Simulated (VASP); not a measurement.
Input:

```
BeTe
1.0
    0.00000     2.83139     2.83139
    2.83139     0.00000     2.83139
    2.83139     2.83139     0.00000
Be Te
1 1
Direct
  0.00000   0.00000   0.00000
  0.25000   0.25000   0.25000
```

All values below come from r2SCAN meta-GGA, VASP's PBE PAW potentials (set 64) (plane waves; VASP 6.6.1). Run with 520 eV cut-off, 9×9×9 Γ-centred mesh, tetrahedra with Blöchl corrections, potentials Be Te.

Unless said otherwise, spin-orbit coupling is left out, though it shifts the bands of the heavy elements here.

Problem. Predict the energy per atom (σ→0), band gap (over mesh and band path) with the smallest direct gap where there is one.

Solution. 
| Property | Value |
|---|---|
| band gap (over mesh and band path) | 2.38 eV |
| smallest direct gap (over mesh and band path) | 4.03 eV |
| energy per atom (σ→0) | -15.343 eV/atom |

The absolute energy has meaning only against runs of the same code, potentials and settings.

The compound is BeTe in the zinc blende structure. It was relaxed first.
